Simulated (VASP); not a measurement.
Given:

```
CELL_PARAMETERS angstrom
      0.00000     3.04434     3.04434
      3.04434     0.00000     3.04434
      3.04434     3.04434     0.00000
ATOMIC_POSITIONS crystal
  Pb 0.00000 0.00000 0.00000
  Se 0.50000 0.50000 0.50000
```

Level of theory: PBE GGA, VASP's PBE PAW potentials (set 64) (plane waves; VASP 6.6.1). Numerical set-up: 520 eV cut-off, 7×7×7 Γ-centred mesh, Gaussian smearing of 0.050 eV, potentials Pb_d Se.

### Question
The job: PbSe (rock salt), 2 atoms, PBE, static run, 520 eV, 7×7×7 Γ-centred mesh. Roughly how much core time does it take on a busy server core?

### Answer
About 10 core-seconds (one run on a shared machine, a rough figure). It had 20 irreducible k-points, 14 bands, up to 1536 plane waves and 13 electronic steps.

The compound is PbSe in the rock salt structure. This cell is one point of a volume scan, at 0.94 of the reference volume.
